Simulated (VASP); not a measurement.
Data:

```xyz
3
Lattice="0.0000 2.8268 2.8268 2.8268 0.0000 2.8268 2.8268 2.8268 0.0000" Properties=species:S:1:pos:R:3 pbc="T T T"
Cu     4.2402     4.2402     4.2402
Cu     1.4134     1.4134     1.4134
Se     0.0000     0.0000     0.0000
```

These are LDA (Ceperley-Alder, Perdew-Zunger), VASP's LDA PAW potentials (set 64) (plane waves; VASP) values and carry that method's errors. Numerical set-up: 400 eV cut-off, 11×11×11 Γ-centred mesh, tetrahedra with Blöchl corrections, potentials Cu Se.

Task: Estimate the energy per atom (σ→0), band gap (on the k-mesh) with the smallest direct gap where there is one.

Result: 
The band gap (on the k-mesh) is none (metal, semimetal or under 0.01 eV) and the energy per atom (σ→0) is -4.501 eV/atom.

The structure comes from a computed database's Cu2Se entry (Fm-3m); how it stands against other phases isn't given here. It was relaxed first, which changed the volume by -7 %.
